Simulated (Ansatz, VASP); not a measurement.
# Cross-check of NbRu3C between VASP and Ansatz, part 2 of 2

Aim: how closely do two programs agree when they are given the same cell, functional and k mesh? The cell is taken from a series of runs on this material, whose earlier steps may have relaxed, scaled, displaced or heated it; both programs get it as it stands.

VASP 6.6.1 and Ansatz 0.2.0.

So far: The starting structure; VASP: relaxation of cell and atoms, PBEsol, pair 1.

### 3. Ansatz: relaxation of cell and atoms, PBEsol, pair 1

Level of this step: Ansatz beside VASP: Kohn-Sham DFT, plane waves, PBEsol (Ansatz).

Ansatz runs on its PAW soft_1 files.

The same cell, functional, mesh and smearing now go to Ansatz, which takes its cutoff from its data sets.

input.yaml reads:

```yaml
crystal:
  lattice:
    - [4.0096535082, 0.0, 0.0]
    - [0.0, 4.0096535082, 0.0]
    - [0.0, 0.0, 4.0096535082]
  atoms:
    - { symbol: Nb, position: [0.0, 0.0, 0.0] }
    - { symbol: Ru, position: [0.0, 0.5, 0.5] }
    - { symbol: Ru, position: [0.5, 0.0, 0.5] }
    - { symbol: Ru, position: [0.5, 0.5, 0.0] }
    - { symbol: C, position: [0.5, 0.5, 0.5] }
kpoints:
  mp_grid: { grid: [10, 10, 10] }
hamiltonian:
  xc: pbesol
  pseudopotentials: { kind: paw, azcp: { folder: soft_1 }, xc_functional: pbe }
scf:
  occupations: { method: gaussian, width: 0.1 }
output:
  forces: true
  stress: true
  eigenvalues: true
relax:
  adjacent_minimum: "off"
  f_tol: 0.005
  max_steps: 80
  cell: { stress_tol: 0.05 }
```

Launch:

```console
$ ansatz run input.yaml --threads 4 --pin off --max-ram 10240MiB --backend cpu --events-out ev --progress --plain --runs-dir out
```

Numbers of over 12 decimals in the logs are rounded to 6 here.

What it wrote:

```text
Engine: ansatz 0.2.0, aarch64-unknown-linux-gnu
Pseudopotentials: kind: paw
Pseudopotential: Nb, paw, valence charge 13, recommended cutoff 420 eV (normal), soft_1/Nb.paw.azcp
Pseudopotential: Ru, paw, valence charge 16, recommended cutoff 420 eV (normal), soft_1/Ru.paw.azcp
Pseudopotential: C, paw, valence charge 4, recommended cutoff 420 eV (normal), soft_1/C.paw.azcp
Functional definition: PBEsol
  exchange = pbesol_x
  correlation = pbesol_c
Crystal: 5 atoms, lattice volume = 64.464 Å³
Basis set: ecut = 420 eV, 1237 PW (Γ), exchange–correlation on 54×54×54 points (8 copies of the dense FFT grid, shifted against one another)
Bands: 39, of which v1, the nominal top of the filled ones, is band 33 counted from 1 (32 counted from 0)
Symmetry: 48 space group operations
Space group: Pm-3m (ITA 221), of the structure as read, at distance tolerance 4.0e-5 Å
k-points: 56 of 1000
Non-local potential: Nb, projectors of the file, l = 0: 3, l = 1: 2, l = 2: 2, l = 3: 1
Non-local potential: Ru, projectors of the file, l = 0: 3, l = 1: 2, l = 2: 2, l = 3: 1
Non-local potential: C, projectors of the file, l = 0: 2, l = 1: 2, l = 2: 1
PAW form: soft (Blöchl's): semilocal exchange-correlation on the pseudo side does not see the compensation charge
PAW frozen core: Nb, regenerated for the run's functional, and the local potential with it (the file was generated under x = pbe(κ = 0.804, μ = 0.219515), c = pbe(β = 0.066725))
PAW frozen core: Ru, regenerated for the run's functional, and the local potential with it (the file was generated under x = pbe(κ = 0.804, μ = 0.219515), c = pbe(β = 0.066725))
PAW frozen core: C, regenerated for the run's functional, and the local potential with it (the file was generated under x = pbe(κ = 0.804, μ = 0.219515), c = pbe(β = 0.066725))
PAW one-centre angular grid: Nb, 590 points (default); XC on 64 Gauss nodes
PAW one-centre angular grid: Ru, 590 points (default); XC on 64 Gauss nodes
PAW one-centre angular grid: C, 110 points (default); XC on 64 Gauss nodes
Initial density: superposition of atomic densities (chi_scale 0.1, normalization cell, long waves kept (reshape's long-wave potential 0.00 eV rms))
Initial wavefunctions: pseudopotential atomic-orbital guess
Functional: x = pbesol(κ = 0.804, μ = 0.123457), c = pbesol(β = 0.046)
SCF iter   1: F=—  HF=-22197.435554 eV  |F-HF|=—  |Δ(HF+E_count)|=         —  Δρ=1.85e-1  dr2=3.03e1  ethr=3.10e-3  ⟨swp⟩=5.1  Hψ=7224  notcnv=0
preconditioner: auto → Kerker (q_TF=auto, 2.732 Å⁻¹)  [metal: Δε(μ)=0.083 eV  Ē_g=6.021 eV  σ=0.100 eV  W_gap=0.44  n_scr=26 (ndim 8)  ℏωp=26.6 eV  f_vac=0.000  D(μ)=1.59/eV (n_scr^D=6)]
SCF iter   2: F=—  HF=-22192.942688 eV  |F-HF|=—  |Δ(HF+E_count)|=    4.49e0  Δρ=7.63e-2  dr2=5.00e0  ethr=3.10e-3  ⟨swp⟩=2.4  Hψ=4548  notcnv=0  defer=61
SCF iter   3: F=—  HF=-22192.119445 eV  |F-HF|=—  |Δ(HF+E_count)|=   8.23e-1  Δρ=1.52e-2  dr2=1.27e-1  ethr=3.10e-3  ⟨swp⟩=2.3  Hψ=3610  notcnv=0  defer=59
SCF iter   4: F=—  HF=-22192.115611 eV  |F-HF|=—  |Δ(HF+E_count)|=   3.83e-3  Δρ=5.43e-3  dr2=2.59e-2  ethr=1.96e-4  ⟨swp⟩=3.0  Hψ=4312  notcnv=0  defer=70
SCF iter   5: F=—  HF=-22192.112285 eV  |F-HF|=—  |Δ(HF+E_count)|=   3.33e-3  Δρ=1.20e-3  dr2=1.21e-3  ethr=3.98e-5  ⟨swp⟩=2.0  Hψ=2525  notcnv=0  defer=70
SCF iter   6: F=—  HF=-22192.112073 eV  |F-HF|=—  |Δ(HF+E_count)|=   2.11e-4  Δρ=1.84e-4  dr2=2.57e-5  ethr=1.86e-6  ⟨swp⟩=2.0  Hψ=2478  notcnv=0  defer=70
SCF iter   7: F=—  HF=-22192.112000 eV  |F-HF|=—  |Δ(HF+E_count)|=   7.32e-5  Δρ=7.81e-5  dr2=5.49e-6  ethr=3.96e-8  ⟨swp⟩=2.0  Hψ=2981  notcnv=0  defer=70
SCF iter   8: F=-22192.112000 eV  HF=-22192.112000 eV  |F-HF|=4.47e-8  |Δ(HF+E_count)|=   5.27e-7  Δρ=9.57e-6  dr2=6.12e-8  ethr=1.54e-10  ⟨swp⟩=7.8  Hψ=9097  notcnv=0
SCF 1 converged in 8 iterations: F = -22192.112000 eV  dr2 = 6.12e-8
  greatest PAW one-centre occupation: 1.000 electrons in one spin orbital (limit 2), on the Ru atom at site 3 (counted from 0), in its partial waves of l = 0
relax step   1: F+E_penalty+E_count = -22192.11199962 eV  Δ(F+E_penalty+E_count) = +0.000e0 eV  max|allowed force component| = 2.167e-28 eV/Å  Δτ_max = 0.0000 Å  P = -0.101 GPa  Ω = 64.464 Å³  (8 SCF iters, dr2 threshold 1.00e-7 eV, accepted)
[...]
relax step   3: F+E_penalty+E_count = -22192.11204166 eV  Δ(F+E_penalty+E_count) = +1.716e-5 eV  max|allowed force component| = 1.029e-29 eV/Å  Δτ_max = 0.0000 Å  P = -0.000 GPa  Ω = 64.444 Å³  energy of the carried Pulay correction = +3.542e-5 eV  (6 SCF iters, dr2 threshold 7.35e-9 eV, accepted)
[...]
relax step   4: F+E_penalty+E_count = -22192.11200731 eV  Δ(F+E_penalty+E_count) = +3.435e-5 eV  max|allowed force component| = 1.073e-29 eV/Å  Δτ_max = 0.0000 Å  P = -0.001 GPa  Ω = 64.444 Å³  stress off target by 5.54e-4 GPa  SCF on the basis re-selected at this cell (its energy is not comparable with the rows above)  (7 SCF iters)
basis re-selected at this cell: Δ(F+E_penalty+E_count) = +3.435e-5 eV, ΔP = -0.000 GPa vs the last step (what re-selecting the basis moved, of the pressure what is left beyond the Pulay correction that the steps carried, after the strain that the cell walked since its last selection, with what the two solves' SCF thresholds leave and, on support functions, any second-order correction that the steps lacked; it is no m [...]
SCF converged after 7 iterations
Free energy (F): -22192.112007 eV
Harris-Foulkes:  -22192.112007 eV  (|F-HF|=0.00e0)
Internal energy: -22192.093030 eV  (E = F + TS)
E sigma→0 (E₀):  -22192.102518 eV
Entropy (-TS):   -0.018978 eV (-3.796 meV/atom)
Fermi energy:    21.499261 eV
--- Per-component energies (eV) ---
  E_band       = -271.997232
  E_kinetic    = 1845.527220
  E_local      = -4919.852986  (includes V_loc(G=0)·N_el)
  E_nonlocal   = 1364.151990
  E_hartree    = 1665.589798
  E_xc         = -720.626323
  E_vxc        = -904.067011  (∫ρ·V_xc dr)
  E_paw        = -13443.791550  (= ΣΔE_a)
  E_vpaw       = -988.938157  (= ΣTr[D̂ρ^β])
  E_aug_tail   = 0.002118  (compensation charges beyond the density's cutoff)
  E_ewald      = -7984.062996
  E_core_change = 0.969700  (= ΣΔE_core)
  E_smearing   = -0.018978  (= −TS)
  E_closure    = 0.000000  (closes the sum)
  Σ components = -22192.112007   (vs F -22192.112007, Δ=0.00e0)
--- Forces (eV/Å), atoms counted from 1 ---
  atom   1  Nb     0.00000000     0.00000000     0.00000000
  atom   2  Ru     0.00000000    -0.00000000     0.00000000
  atom   3  Ru     0.00000000    -0.00000000     0.00000000
  atom   4  Ru     0.00000000    -0.00000000     0.00000000
  atom   5  C      0.00000000     0.00000000    -0.00000000
  max |Σ_I F_I| component: 2.53e-29 eV/Å
--- Stress (GPa, compression-positive) ---
       -0.000554       0.000000       0.000000
        0.000000      -0.000554       0.000000
        0.000000      -0.000000      -0.000554
  P = ⅓ Tr σ = -0.0006 GPa (-0.006 kbar)
--- Band table (eV; the first three rows and the last of 56) ---
  k-point 0: bands = [... 29 lower, 20.0293, 20.0293, 22.1642, 22.2004, 22.2004, 22.2004, 23.4411, 23.4411, ... 2 higher]
  k-point 1: bands = [... 29 lower, 20.0420, 20.3440, 22.0531, 22.2007, 22.2146, 22.2146, 23.3716, 23.4185, ... 2 higher]
  k-point 2: bands = [... 29 lower, 20.0711, 20.4798, 21.7222, 22.2016, 22.2597, 22.2597, 23.1928, 23.1928, ... 2 higher]
  k-point 55: bands = [... 29 lower, 21.6659, 21.6659, 21.6659, 21.9456, 21.9456, 21.9456, 22.7395, 22.7395, ... 2 higher]
--- Relaxed structure (3 steps of the walk, 3 accepted, 1 SCFs on fresh bases) ---
  F+E_penalty+E_count = -22192.11200731 eV   max|allowed force component| = 1.073e-29 eV/Å   (the final SCF, on the basis selected at the relaxed cell)
  cell:  # Å, volume = 64.4436 Å³
    - [4.009220, 0, 0]
    - [0, 4.009220, 0.0]
    - [0, 0.0, 4.009220]
  atoms:
    - { symbol: Nb, position: [0, 0, 0] }
    - { symbol: Ru, position: [0, 0.5, 0.5] }
    - { symbol: Ru, position: [0.5, 0, 0.5] }
    - { symbol: Ru, position: [0.5, 0.5, 0] }
    - { symbol: C, position: [0.5, 0.5, 0.5] }
```

In the SCF lines HF is the Harris–Foulkes energy and dr2 the Hartree energy of the density residual, in eV; the loop may stop once dr2 is under the threshold and the program's other checks hold. Hψ counts applications of the Hamiltonian.

### 4. Comparison

Known differences besides the potentials themselves: the data sets hold 65 valence electrons in Ansatz (on its PAW soft_1 files) and 59 in VASP; the cutoff is 420 eV in Ansatz and 600 eV in VASP; Ansatz makes its cores anew for this functional, VASP keeps those of its PBE data sets; Ansatz adds a Pulay correction to the stress that steers its cell, VASP none. Total energies have different zeros and are not compared.

Compared:

| quantity | Ansatz | VASP | difference |
| --- | --- | --- | --- |
| volume (Å³) | 64.44 | 64.41 | +0.06 % |
| edge a after relaxation, in the typed setting (Å) | 4.009 | 4.008 | +0.02 % |

### 5. Ansatz: relaxation of cell and atoms, PBEsol, pair 2

The relaxed volume is the usual yardstick between codes: in a stiff, nearly cubic crystal its relative difference is about their pressure difference at one cell divided by the bulk modulus.

The cell is taken from a series of runs on this material, whose earlier steps may have relaxed, scaled, displaced or heated it; both programs get it as it stands.

input.yaml, the sections that differ from step 3:

```yaml
crystal:
  lattice:
    - [4.0092197668, 0.0, 0.0]
    - [0.0, 4.0092197668, 0.0]
    - [0.0, 0.0, 4.0092197668]
  atoms:
    - { symbol: Nb, position: [0.0, 0.0, 0.0] }
    - { symbol: Ru, position: [0.0, 0.5, 0.5] }
    - { symbol: Ru, position: [0.5, 0.0, 0.5] }
    - { symbol: Ru, position: [0.5, 0.5, 0.0] }
    - { symbol: C, position: [0.5, 0.5, 0.5] }
kpoints:
  mp_grid: { grid: [12, 12, 12] }
scf:
  occupations: { method: methfessel_paxton, width: 0.2 }
relax:
  adjacent_minimum: "off"
  f_tol: 0.001
  max_steps: 60
  cell: { stress_tol: 0.01 }
# hamiltonian, output: as in step 3
```

What it wrote:

```text
[...]
Crystal: 5 atoms, lattice volume = 64.444 Å³
Basis set: ecut = 420 eV, 1237 PW (Γ), exchange–correlation on 54×54×54 points (8 copies of the dense FFT grid, shifted against one another)
Bands: 39, of which v1, the nominal top of the filled ones, is band 33 counted from 1 (32 counted from 0)
Symmetry: 48 space group operations
[...]
k-points: 84 of 1728
[...]
--- Relaxed structure (3 steps of the walk, 3 accepted, 1 SCFs on fresh bases) ---
[...]
cell:  # Å, volume = 64.4359 Å³
    - [4.009060, 0, 0.0]
    - [0, 4.009060, 0.0]
    - [0.0, 0.0, 4.009060]
  atoms:
    - { symbol: Nb, position: [0, 0, 0] }
    - { symbol: Ru, position: [0, 0.5, 0.5] }
    - { symbol: Ru, position: [0.5, 0, 0.5] }
    - { symbol: Ru, position: [0.5, 0.5, 0] }
    - { symbol: C, position: [0.5, 0.5, 0.5] }
[key lines of the parts left out:]
SCF converged after 5 iterations
Free energy (F): -22192.104101 eV
Fermi energy:    21.499911 eV
P = ⅓ Tr σ = -0.0003 GPa (-0.003 kbar)
```

### 6. VASP: relaxation of cell and atoms, PBEsol, pair 2

The same cell, functional, mesh and smearing now go to VASP, with its own data sets.

INCAR reads:

```
SYSTEM = NbRu3C
PREC = Accurate
ENCUT = 600
EDIFF = 1E-07
NELM = 120
ISMEAR = 1
SIGMA = 0.2
LREAL = .FALSE.
ALGO = Normal
GGA = PS
NBANDS = 36
LASPH = .TRUE.
LORBIT = 11
LWAVE = .FALSE.
LCHARG = .FALSE.
ISIF = 3
IBRION = 2
NSW = 80
EDIFFG = -0.005
GGA_COMPAT = .FALSE.
NELMIN = 4
KPAR = 2
```

POSCAR reads:

```
NbRu3C
1.0
    4.0092200000      0.0000000000      0.0000000000
    0.0000000000      4.0092200000      0.0000000000
    0.0000000000      0.0000000000      4.0092200000
Nb Ru C
1 3 1
Direct
    0.0000000000      0.0000000000      0.0000000000
    0.0000000000      0.5000000000      0.5000000000
    0.5000000000      0.0000000000      0.5000000000
    0.5000000000      0.5000000000      0.0000000000
    0.5000000000      0.5000000000      0.5000000000
```

KPOINTS reads:

```
Automatic mesh
0
Gamma
12 12 12
0 0 0
```

The projector-augmented-wave data sets are Nb_sv, Ru_pv and C (PBE family, release 64).

Launch:

```console
$ mpirun -np 2 vasp_std
```

What it wrote:

```text
[banner, memory and clock lines left out]
running    2 mpi-ranks, on    1 nodes
[...]
[... a notice as in an earlier step ...]

 LDA part: xc-table for (Slater+PW92), standard interpolation
 POSCAR, INCAR and KPOINTS ok, starting setup
[...]
entering main loop
       N       E                     dE             d eps       ncg     rms          rms(c)
DAV:   1     0.784054242332E+03    0.78405E+03   -0.37500E+04  6048   0.197E+03
DAV:   2    -0.125952276022E+02   -0.79665E+03   -0.78108E+03  6388   0.632E+02
DAV:   3    -0.542665417509E+02   -0.41671E+02   -0.40097E+02  9676   0.130E+02
DAV:   4    -0.563131365530E+02   -0.20466E+01   -0.19992E+01  8112   0.232E+01
[...]
DAV:  13    -0.514112342553E+02   -0.15197E-05   -0.33443E-05  8444   0.341E-02    0.870E-03
DAV:  14    -0.514112341999E+02    0.55453E-07   -0.27151E-06  9436   0.107E-02    0.384E-03
DAV:  15    -0.514112342360E+02   -0.36151E-07   -0.31611E-07  5828   0.290E-03
   1 F= -.51411234E+02 E0= -.51410777E+02  d E =-.514112E+02
[...]
2 F= -.51411053E+02 E0= -.51410595E+02  d E =0.180753E-03
 trial-energy change:    0.000181  1 .order    0.000180   -0.000218    0.000577
 step:   0.2724(harm=  0.2743)  dis= 0.00000  next Energy=   -51.411264 (dE=-0.297E-04)
[...]
N       E                     dE             d eps       ncg     rms          rms(c)
DAV:   1    -0.514147011897E+02   -0.36477E-02   -0.70105E-02  6120   0.234E+00    0.552E-01
DAV:   2    -0.514174679115E+02   -0.27667E-02   -0.61497E-02  8176   0.126E+00    0.600E-01
DAV:   3    -0.514113961852E+02    0.60717E-02   -0.30680E-02  8720   0.785E-01    0.106E-01
DAV:   4    -0.514112431364E+02    0.15305E-03   -0.14741E-03  7804   0.201E-01    0.309E-02
DAV:   5    -0.514112566754E+02   -0.13539E-04   -0.12968E-04 10432   0.525E-02    0.246E-02
DAV:   6    -0.514112619605E+02   -0.52851E-05   -0.79170E-06  9956   0.122E-02    0.149E-02
DAV:   7    -0.514112634002E+02   -0.14398E-05   -0.10044E-05  9952   0.139E-02    0.256E-03
DAV:   8    -0.514112632752E+02    0.12502E-06   -0.43476E-07  8080   0.408E-03    0.135E-03
DAV:   9    -0.514112632177E+02    0.57476E-07   -0.28613E-08  3420   0.105E-03
   3 F= -.51411263E+02 E0= -.51410805E+02  d E =-.289817E-04
[...]
reached required accuracy - stopping structural energy minimisation
```

Parts of OUTCAR (step 6):

```text
  Total        0.0015526      0.0015526      0.0015526      0.0000000     -0.0000000     -0.0000000
  in kB        0.0386256      0.0386256      0.0386256      0.0000000     -0.0000000     -0.0000000
  external PRESSURE =       0.0386256 kB  Pullay stress =       0.0000000 kB

 POSITION                                       TOTAL-FORCE (eV/Angst)
 -----------------------------------------------------------------------------------
      0.00000      0.00000      0.00000        -0.000000     -0.000000      0.000000
      0.00000      2.00415      2.00415         0.000000      0.000000      0.000000
      2.00415      0.00000      2.00415        -0.000000      0.000000      0.000000
      2.00415      2.00415     -0.00000        -0.000000     -0.000000      0.000000
      2.00415      2.00415      2.00415        -0.000000     -0.000000      0.000000
 -----------------------------------------------------------------------------------
    total drift:                                0.000000     -0.000000     -0.000000

  FREE ENERGIE OF THE ION-ELECTRON SYSTEM (eV)
  ---------------------------------------------------
  free  energy   TOTEN  =       -51.4112632177 eV

  energy  without entropy=      -51.4098900266  energy(sigma->0) =      -51.41080549

[... 1 part as in an earlier step ...]

[... 3 further parts left out ...]
[key lines of the parts left out:]
E-fermi :  12.7183
```

### 7. Comparison

What differs besides the data sets and the points named for the pairs above, as far as they apply: the data sets hold 65 valence electrons in Ansatz (on its PAW soft_1 files) and 59 in VASP. Total energies have different zeros and are not compared.

Both answers:

| quantity | Ansatz | VASP | difference |
| --- | --- | --- | --- |
| volume (Å³) | 64.44 | 64.40 | +0.06 % |
| edge a after relaxation, in the typed setting (Å) | 4.009 | 4.008 | +0.02 % |

### 8. Outcome

| Property | Result |
| --- | --- |
| difference in volume (relaxation of cell and atoms, PBEsol, pair 1) | 0.057 % |
| difference in volume (relaxation of cell and atoms, PBEsol, pair 2) | 0.057 % |

In words: The difference in volume is 0.057 % (relaxation of cell and atoms, PBEsol, pair 1), within the 1.2 % picked in this series as the mark of a large difference, as far as the stopping tolerances let one tell. The data sets hold unlike numbers of valence electrons (65 in Ansatz and 59 in VASP), so part of the differences comes from the potentials. 1 further run of this series is not shown here. Such differences can come from data sets, numerical settings and the points named under the comparisons, not from the functional's error against experiment.

[Lines on the potential files, build, host, timing and source positions are cut from VASP's logs without a mark.]

[Logs are printed without paths, hosts, clocks, repeated set-up lines and the standing remarks that a program may print on its own settings, such as how far it seeks lower states.]

[Hosts, paths, dates, database ids (printed as entryN), source tags and the programs' standing remarks are cut or masked in the printed files.]
